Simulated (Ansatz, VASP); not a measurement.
**PPt in VASP and in Ansatz**

Contents of INCAR:

```
SYSTEM = PPt
PREC = Accurate ; ENCUT = 520
EDIFF = 1E-7 ; ISMEAR = -1
SIGMA = 0.05 ; LREAL = .FALSE.
LASPH = .TRUE. ; NELM = 100
ALGO = Normal ; ISIF = 2
LWAVE = .FALSE. ; LCHARG = .FALSE.
GGA = PE ; NBANDS = 23
```

File KPOINTS:

```
regular mesh
0
G
  8 8 4
  0 0 0
```

POSCAR

```
PPt
1.0
    3.7922838700      0.0000000000      0.0000000000
   -1.8961419350      3.2842141697      0.0000000000
    0.0000000000      0.0000000000      6.4373544699
Pt P
2 2
Direct
    0.3333333333      0.6666666667      0.3718990000
    0.6666666667      0.3333333333      0.8718990000
    0.3333333333      0.6666666667      0.0031030000
    0.6666666667      0.3333333333      0.5031030000
```

Contents of input.yaml:

```yaml
crystal:
  lattice:
    - [3.79228387, 0.0, 0.0]
    - [-1.896141935, 3.2842141697, 0.0]
    - [0.0, 0.0, 6.4373544699]
  atoms:
    - { symbol: Pt, position: [0.3333333333, 0.6666666667, 0.371899] }
    - { symbol: Pt, position: [0.6666666667, 0.3333333333, 0.871899] }
    - { symbol: P, position: [0.3333333333, 0.6666666667, 0.003103] }
    - { symbol: P, position: [0.6666666667, 0.3333333333, 0.503103] }
hamiltonian:
  xc: pbe
  pseudopotentials: { kind: paw }
kpoints:
  mp_grid: { grid: [8, 8, 4] }
scf:
  occupations: { method: fermi_dirac, width: 0.05 }
output:
  forces: true
  stress: true
  eigenvalues: true
```

Change from the starting cell: volume scaled by 1.04.

Alike in both runs: task single point; functional PBE; k mesh 8 × 8 × 4; occupations fermi-dirac, width 0.05 eV; no spin polarisation.

|  | VASP | Ansatz |
| --- | --- | --- |
| version | VASP 6.6.1 | Ansatz 0.2.0 |
| potentials or method | VASP PAW PBE potentials, release 64 (Pt, P) | Ansatz PAW |
| plane-wave cutoff (eV) | 520 | 420 |
| valence electrons in the cell | 30 | 46 |

VASP gave:

* gap on the k mesh at the Fermi level (eV): none
* pressure (GPa): -4.9
* largest component of the traceless stress (GPa): 0.22
* rms of the force components (eV/Å): 0.040

**Question.** Estimate Ansatz's values.

**Answer.** gap on the k mesh at the Fermi level (eV): none; pressure (GPa): -4.7; largest component of the traceless stress (GPa): 0.23; rms of the force components (eV/Å): 0.039.

Atom by atom the forces differ by 0.001 eV/Å (rms over components). A gap of «none» marks a metal or a gap that the smearing closes. The functional is the same, so the differences come from potentials, cutoffs and numerics. The two sets of potentials don't hold the same shells in valence.

Spin-orbit coupling is left out, which matters for the levels of Pt.
